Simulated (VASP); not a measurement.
A convergence study with VASP on Fe (bcc): one setting is varied, all else stays as given below, so the limit is that of these other settings. ε∞ is the independent-particle value.

```yaml
crystal:
  lattice:
    - [-1.43500, 1.43500, 1.43500]
    - [1.43500, -1.43500, 1.43500]
    - [1.43500, 1.43500, -1.43500]
  atoms:
    - { symbol: Fe, position: [0.00000, 0.00000, 0.00000], spin: 2.5 }
```

Level of theory: PBE GGA, VASP's PBE PAW potentials (set 64) (plane waves; VASP). The tightest run used: 550 eV cut-off, 15×15×15 Γ-centred mesh, first-order Methfessel-Paxton smearing of 0.10 eV, potentials Fe.

Task: The settings run are NBANDS = 5; NBANDS = 6; NBANDS = 8; NBANDS = 12; NBANDS = 20; NBANDS = 36; NBANDS = 68; NBANDS = 132. From which on does the moment stay within 0.01 μB of the tightest run?

Result: From NBANDS = 6 on: it is off by 0.000 there and by no more than 0.01 in any finer run, while NBANDS = 5 is off by 0.252.
```
setting       E (eV/atom)  moment (μB)  bands  difference judged (μB)
------------  -----------  -----------  -----  ----------------------
NBANDS = 5        -8.0482        1.985      5                   0.252
NBANDS = 6        -8.2321        2.237      6                   0.000
NBANDS = 8        -8.2321        2.237      8                   0.000
NBANDS = 12       -8.2321        2.237     12                   0.000
NBANDS = 20       -8.2321        2.237     20                   0.000
NBANDS = 36       -8.2321        2.237     36                   0.000
NBANDS = 68       -8.2321        2.237     68                   0.000
NBANDS = 132      -8.2321        2.237    132                   0.000
```

VASP warned of too few bands at NBANDS = 5; NBANDS = 6.

Left out are rungs that failed or repeat a setting and relaxations that didn't move; long series are thinned to 24 rows.

The compound is Fe in the bcc structure. The cell was not relaxed at this level. The spin order is the one that the start imposed; others were not tried in this run. VASP warned that the highest band is occupied, so more bands are needed.
